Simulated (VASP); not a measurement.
Data:

```
PtSe2
1.0
    1.85655    -3.21564     0.00000
    1.85655     3.21564     0.00000
    0.00000     0.00000     4.65228
Pt Se
1 2
Direct
  0.00000   0.00000   0.00000
  0.33333   0.66667   0.26791
  0.66667   0.33333   0.73209
```

These are PBE GGA with D3 dispersion (zero damping), VASP's PBE PAW potentials (set 64) (plane waves; VASP 6.6.1) values and carry that method's errors. Run with 520 eV cut-off, 9×9×7 Γ-centred mesh, first-order Methfessel-Paxton smearing of 0.10 eV, potentials Pt Se.

**Question.** The ions and cell shape at fixed volume are relaxed. Predict the relaxed structure.

**Answer.** 
```
PtSe2
1.0
    1.87751    -3.25195     0.00000
    1.87751     3.25195     0.00000
    0.00000     0.00000     4.54898
Pt Se
1 2
Direct
  0.00000   0.00000   0.00000
  0.33333   0.66667   0.27744
  0.66667   0.33333   0.72256
```
Space group P-3m1 (164), at a tolerance of 0.03 Å.

**Question.** How much energy does the relaxation gain?

**Answer.** The energy (σ→0) changes by -13.8 meV/atom, in 6 ionic steps.

```json
[
 {"step": "1", "E(σ→0) (eV)": "-15.2980", "max force (eV/Å)": "0.654", "pressure (GPa)": "9.40", "volume (Å³)": "55.55"},
 {"step": "2", "E(σ→0) (eV)": "-15.3342", "max force (eV/Å)": "0.195", "pressure (GPa)": "6.83", "volume (Å³)": "55.55"},
 {"step": "3", "E(σ→0) (eV)": "-15.3387", "max force (eV/Å)": "0.050", "pressure (GPa)": "5.64", "volume (Å³)": "55.55"},
 {"step": "4", "E(σ→0) (eV)": "-15.3388", "max force (eV/Å)": "0.035", "pressure (GPa)": "5.70", "volume (Å³)": "55.55"},
 {"step": "5", "E(σ→0) (eV)": "-15.3391", "max force (eV/Å)": "0.016", "pressure (GPa)": "5.68", "volume (Å³)": "55.55"},
 {"step": "6", "E(σ→0) (eV)": "-15.3392", "max force (eV/Å)": "0.000", "pressure (GPa)": "5.65", "volume (Å³)": "55.55"}
]
```

The compound is PtSe2 in the 1T layered structure. This cell is one point of a volume scan, at 0.94 of the reference volume. Symmetry was kept, so distortions that lower it aren't found.
